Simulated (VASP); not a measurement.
# How strain moves the gap of PbSe (Clausthalite), part 2 of 5

How do the gap and the pressure of PbSe (Clausthalite) answer to a change of volume or shape? All runs use r2SCAN. Left out of this account: at least 1 further run (fields: a reference on another mesh). The start is a cell from a database of measured crystal structures.

VASP 6.6.1; r2SCAN; plane waves and PAW (Pb_d, Se).

Still holding for the runs below: Spin-orbit coupling is off here; it can split and shift levels that hold much weight on Pb by tenths of an eV or more.

So far, least gap on mesh and path (eV): step 2 (bands, cell as listed) 0.579.

### Step 3. Bands, volume times 1.04

The cell is expanded evenly, with fractional positions held.

INCAR

```
SYSTEM = PbSe
PREC = Accurate
ENCUT = 400
EDIFF = 1E-06
NELM = 100
ISMEAR = -1
SIGMA = 0.05
LREAL = .FALSE.
ALGO = Normal
METAGGA = R2SCAN
LASPH = .TRUE.
NBANDS = 22
LORBIT = 11
LWAVE = .FALSE.
LCHARG = .FALSE.
KPAR = 2
```

POSCAR

```
PbSe
1.0
    0.0000000000      3.1009263293      3.1009263293
    3.1009263293      0.0000000000      3.1009263293
    3.1009263293      3.1009263293      0.0000000000
Pb Se
1 1
Direct
    0.0000000000      0.0000000000      0.0000000000
    0.5000000000      0.5000000000      0.5000000000
```

KPOINTS

```
Automatic mesh
0
Gamma
7 7 7
0 0 0
```

KPOINTS_OPT

```
Line mode
16
Line-mode
Reciprocal
  0.00000000   0.00000000   0.00000000 GAMMA
  0.50000000   0.00000000   0.50000000 X

  0.50000000   0.00000000   0.50000000 X
  0.50000000   0.25000000   0.75000000 W

  0.50000000   0.25000000   0.75000000 W
  0.37500000   0.37500000   0.75000000 K

  0.37500000   0.37500000   0.75000000 K
  0.00000000   0.00000000   0.00000000 GAMMA

  0.00000000   0.00000000   0.00000000 GAMMA
  0.50000000   0.50000000   0.50000000 L

  0.50000000   0.50000000   0.50000000 L
  0.62500000   0.25000000   0.62500000 U

  0.62500000   0.25000000   0.62500000 U
  0.50000000   0.25000000   0.75000000 W

  0.50000000   0.25000000   0.75000000 W
  0.50000000   0.50000000   0.50000000 L

  0.50000000   0.50000000   0.50000000 L
  0.37500000   0.37500000   0.75000000 K

  0.62500000   0.25000000   0.62500000 U
  0.50000000   0.00000000   0.50000000 X
```

The projector-augmented-wave data sets are Pb_d and Se (PBE family, release 64).

Command:

```sh
> mpirun -np 2 vasp_std
```

The log of the run:

```text
[banner, memory and clock lines left out]
running    2 mpi-ranks, on    1 nodes
 distrk:  each k-point on    1 cores,    2 groups
 distr:  one band on    1 cores,    1 groups

 POSCAR found type information on POSCAR PbSe
 POSCAR found :  2 types and       2 ions
 [... a notice as in an earlier step ...]

 LDA part: xc-table for (None), standard interpolation
 POSCAR, INCAR and KPOINTS ok, starting setup
 FFT: planning ... GRIDC
 FFT: planning ... GRID_SOFT
 FFT: planning ... GRID
 WAVECAR not read
 entering main loop
       N       E                     dE             d eps       ncg     rms          rms(c)
DAV:   1     0.904053159284E+02    0.90405E+02   -0.78385E+03   886   0.773E+02
DAV:   2    -0.642524480203E+02   -0.15466E+03   -0.14572E+03   952   0.251E+02
DAV:   3    -0.763865273653E+02   -0.12134E+02   -0.12045E+02  1056   0.755E+01
DAV:   4    -0.766916066034E+02   -0.30508E+00   -0.30487E+00  1076   0.124E+01
DAV:   5    -0.767036407037E+02   -0.12034E-01   -0.12033E-01  1250   0.239E+00    0.292E+00
DAV:   6    -0.719340078288E+02    0.47696E+01   -0.16195E+00  1018   0.180E+01    0.207E+00
DAV:   7    -0.719218244171E+02    0.12183E-01   -0.22855E-01  1042   0.317E+00    0.113E+00
DAV:   8    -0.719330891658E+02   -0.11265E-01   -0.13365E-02  1046   0.109E+00    0.574E-01
DAV:   9    -0.719376511213E+02   -0.45620E-02   -0.83082E-03   994   0.819E-01    0.198E-01
DAV:  10    -0.719374892207E+02    0.16190E-03   -0.24097E-04  1192   0.161E-01    0.122E-01
DAV:  11    -0.719375380169E+02   -0.48796E-04   -0.93982E-04  1238   0.322E-01    0.573E-02
DAV:  12    -0.719374796678E+02    0.58349E-04   -0.15167E-04  1202   0.137E-01    0.122E-02
DAV:  13    -0.719374798408E+02   -0.17301E-06   -0.11276E-05  1250   0.303E-02    0.416E-03
DAV:  14    -0.719374797822E+02    0.58574E-07   -0.15257E-07   578   0.266E-03
   1 F= -.71937480E+02 E0= -.71937479E+02  d E =-.772622E-06
 Start KPOINTS_OPT (optional k-point list driver)
k-point batch [1-20\160]
       N       E                     dE             ncg
DAV:   1     0.581770519020E+03   -0.61321E+04      894
DAV:   2    -0.260236664366E+04   -0.31841E+04      966
DAV:   3    -0.284260617587E+04   -0.24024E+03     1076
DAV:   4    -0.284851303707E+04   -0.59069E+01     1086
DAV:   5    -0.284874849632E+04   -0.23546E+00     1258
DAV:   6    -0.284875467600E+04   -0.61797E-02     1170
DAV:   7    -0.284875477654E+04   -0.10053E-03     1270
DAV:   8    -0.284875477732E+04   -0.78438E-06      894
[...]
k-point batch [141-160\160]
       N       E                     dE             ncg
DAV:   1     0.377833673547E+03   -0.11276E+05      896
DAV:   2    -0.269111462017E+04   -0.30689E+04      978
DAV:   3    -0.292148311607E+04   -0.23037E+03     1102
DAV:   4    -0.292696913052E+04   -0.54860E+01     1108
DAV:   5    -0.292718325387E+04   -0.21412E+00     1230
DAV:   6    -0.292718931496E+04   -0.60611E-02     1202
DAV:   7    -0.292718936804E+04   -0.53081E-04     1266
DAV:   8    -0.292718936864E+04   -0.59315E-06      962
```

Wall time 3.1 min (2 MPI ranks of Intel Xeon Platinum 8259CL at 2.50GHz (Skylake/Cascade Lake), shared host); peak memory 0.38 GiB.

Parts of OUTCAR (step 3):

```text
  LATTYP: Found a face centered cubic cell.
 ALAT       =     6.2018526586

The static configuration has the point symmetry O_h .

 Found     20 irreducible k-points:

   dimension x,y,z NGX =    30 NGY =   30 NGZ =   30
   dimension x,y,z NGXF=    60 NGYF=   60 NGZF=   60

   ENCUT  =  400.0 eV  29.40 Ry    5.42 a.u.   7.15  7.15  7.15*2*pi/ulx,y,z

   NELECT =      20.0000    total number of electrons

 E-fermi :   4.7914

 k-point     1 :       0.0000    0.0000    0.0000
  band No.  band energies     occupation
    ...
      6      -9.3772      2.00000
      7      -1.9875      2.00000
      8       2.5914      2.00000
      9       2.5914      2.00000
     10       2.5914      2.00000
     11       9.3827      0.00000
     12       9.3827      0.00000
     13       9.3827      0.00000
     14      11.4766      0.00000
     15      11.4766      0.00000
    ...

 k-point     2 :       0.1429    0.0000    0.0000
  band No.  band energies     occupation
    ...
      6      -9.2290      2.00000
      7      -2.4761      2.00000
      8       2.6444      2.00000
      9       2.6444      2.00000
     10       2.9393      2.00000
     11       8.1426      0.00000
     12       8.5774      0.00000
     13       8.5774      0.00000
     14      11.2499      0.00000
     15      11.9110      0.00000
    ...

  Total       -0.2343509     -0.2343509     -0.2343509      0.0000000     -0.0000000     -0.0000000
  in kB       -6.2961186     -6.2961186     -6.2961186      0.0000000     -0.0000000     -0.0000000
  external PRESSURE =      -6.2961186 kB  Pullay stress =       0.0000000 kB

  energy-cutoff  :      400.00
  volume of cell :       59.64
      direct lattice vectors                 reciprocal lattice vectors
     0.000000000  3.100926329  3.100926329    -0.161242141  0.161242141  0.161242141
     3.100926329  0.000000000  3.100926329     0.161242141 -0.161242141  0.161242141
     3.100926329  3.100926329  0.000000000     0.161242141  0.161242141 -0.161242141

 POSITION                                       TOTAL-FORCE (eV/Angst)
 -----------------------------------------------------------------------------------
      0.00000      0.00000      0.00000        -0.000000      0.000000      0.000000
      3.10093      3.10093      3.10093         0.000000     -0.000000     -0.000000
 -----------------------------------------------------------------------------------
    total drift:                               -0.000000      0.000000      0.000000

  FREE ENERGIE OF THE ION-ELECTRON SYSTEM (eV)
  ---------------------------------------------------
  free  energy   TOTEN  =       -71.9374797822 eV

  energy  without entropy=      -71.9374790096  energy(sigma->0) =      -71.93747940

 total charge
# of ion       s       p       d       tot
------------------------------------------
    1        1.476   0.495   9.832  11.802
    2        1.460   2.382   0.015   3.857
--------------------------------------------------
tot          2.936   2.876   9.846  15.659

[... 3 parts as in an earlier step ...]

[... 6 further parts left out ...]
```

Numbers from this step:

```
SCF cycles                        : 14
free energy (TOTEN)               : -71.9375 eV
Fermi energy                      : 4.791 eV
pressure                          : -0.6296 GPa
least gap on mesh and path        : 0.7074 eV
least direct gap on mesh and path : 0.7074 eV
```

Electronic bands along the path, in eV, zero at the valence-band top; v1 is the highest filled band, c1 the lowest empty one:

```
          point     v4     v3     v2     v1    c1    c2    c3    c4
              Γ  -6.39  -1.81  -1.81  -1.81  4.98  4.98  4.98  7.07
0.47 of the way  -7.37  -2.43  -2.43  -1.27  2.45  5.00  5.00  5.20
              X  -7.45  -4.79  -3.11  -3.11  4.22  5.87  5.87  6.33
0.47 of the way  -7.75  -4.61  -3.38  -2.25  4.28  4.53  6.05  6.37
              W  -8.06  -4.06  -4.06  -0.77  2.23  5.31  5.31  8.15
0.47 of the way  -8.06  -4.29  -3.52  -1.27  2.76  4.85  5.61  7.07
              K  -8.08  -4.39  -2.61  -2.27  3.71  4.27  5.75  6.30
0.47 of the way  -7.96  -2.89  -1.34  -0.39  1.53  2.42  4.58  7.72
              Γ  -6.39  -1.81  -1.81  -1.81  4.98  4.98  4.98  7.07
0.47 of the way  -7.50  -1.67  -1.67  -1.05  2.66  3.37  3.37  6.98
              L  -8.81  -1.42  -1.42   0.00  0.71  2.03  2.03  9.06
0.47 of the way  -8.59  -2.89  -1.89  -1.17  2.01  2.80  3.99  8.07
              U  -8.08  -4.39  -2.61  -2.27  3.71  4.27  5.75  6.30
0.53 of the way  -8.06  -4.29  -3.52  -1.27  2.76  4.85  5.61  7.07
              W  -8.06  -4.06  -4.06  -0.77  2.23  5.31  5.31  8.15
0.53 of the way  -8.53  -2.97  -2.59  -0.78  1.70  3.53  4.20  8.15
              L  -8.81  -1.42  -1.42   0.00  0.71  2.03  2.03  9.06
0.53 of the way  -8.53  -3.17  -1.99  -1.35  2.26  2.99  4.32  7.84
              K  -8.08  -4.39  -2.61  -2.27  3.71  4.27  5.75  6.30
      jump to U  -8.08  -4.39  -2.61  -2.27  3.71  4.27  5.75  6.30
0.47 of the way  -7.69  -4.67  -2.96  -2.84  4.31  5.29  5.65  6.15
              X  -7.45  -4.79  -3.11  -3.11  4.22  5.87  5.87  6.33
```

Of the projections kept (Pb, Se), the largest for each band there, as a share of the weight inside these atoms' spheres; weight between the spheres isn't counted:

```
point       v4       v3       v2       v1       c1       c2       c3       c4
    Γ  Pb 0.70  Se 0.87  Se 0.87  Se 0.87  Pb 0.84  Pb 0.84  Pb 0.84  Se 0.53
    X  Pb 0.93  Se 0.67  Se 0.76  Se 0.76  Pb 0.55  Pb 0.61  Pb 0.61  Se 0.64
    W  Pb 0.95  Se 0.70  Se 0.70  Se 0.83  Pb 0.87  Se 0.66  Se 0.66  Pb 0.76
    K  Pb 0.94  Se 0.68  Se 0.79  Se 0.63  Se 0.51  Pb 0.66  Se 0.64  Pb 0.75
    Γ  Pb 0.70  Se 0.87  Se 0.87  Se 0.87  Pb 0.84  Pb 0.84  Pb 0.84  Se 0.53
    L  Pb 0.90  Se 0.95  Se 0.95  Se 0.63  Pb 0.71  Pb 0.92  Pb 0.92  Se 0.72
```

The electronic bands as a text plot (rows in eV, shown from -8.0 to 6.7 only):

```
    6.4 | +      +++    +                     ++             + ++
    5.8 |  +   ++++ ++ +++                    ++++           ++++
    5.2 |++ +++      ++   ++     ++          +   ++++       +  +
    4.6 |+ +  +++ +++  ++   ++++++ ++          ++   +      +  ++
    3.9 |        +       +      +   ++      + ++     +       ++ +
    3.3 | +   +     +   +++    +     ++      ++ +    ++   + ++
    2.7 |  + +       + +  +++ ++       +   +++        ++ ++++
    2.1 |   +         +    + ++       + +++++    ++++  +++ +
    1.5 |                   ++         +   +         ++   +
    0.9 |                               +++            +++
    0.3 |                                               *
   -0.3 |                    *         *****           * *
   -1.0 |  **        **    ** **     **     *    ******   *
   -1.6 |**  *      *  *  ****************** *  *      ******
   -2.2 | *** *    *    ***   ***          *****      **  ****
   -2.8 |    **** *     *    *              *  *     *       ****
   -3.4 |      * ****  *   **                *  *   *      *    *
   -4.0 |            *** **                   *  ***        **
   -4.6 |       *****   *                      **             ***
   -5.2 |
   -5.9 |
   -6.5 |**                     ****
   -7.1 |  **                  *    **
   -7.7 |    ********        **       *                       ***
         Γ       X    W  K        Γ      L     U  W     L   K|U X
```

The gap is 0.71 eV, direct at L. That is +0.13 eV from the cell as listed. The pressure is -0.63 GPa.

(Part 2 of 5 ends here.)

[Lines on the potential files, build, host, timing and source positions are cut from VASP's logs without a mark.]

[Logs are printed without paths, hosts, clocks, repeated set-up lines and the standing remarks that a program may print on its own settings, such as how far it seeks lower states.]

[Hosts, paths, dates, database ids (printed as entryN), source tags and the programs' standing remarks are cut or masked in the printed files.]

[A measured line is paired with the nearest computed mode of its activity, which favours agreement.]

[In band tables of VASP the shares of atoms and orbitals are scaled to a sum of 1 inside the atoms' spheres.]
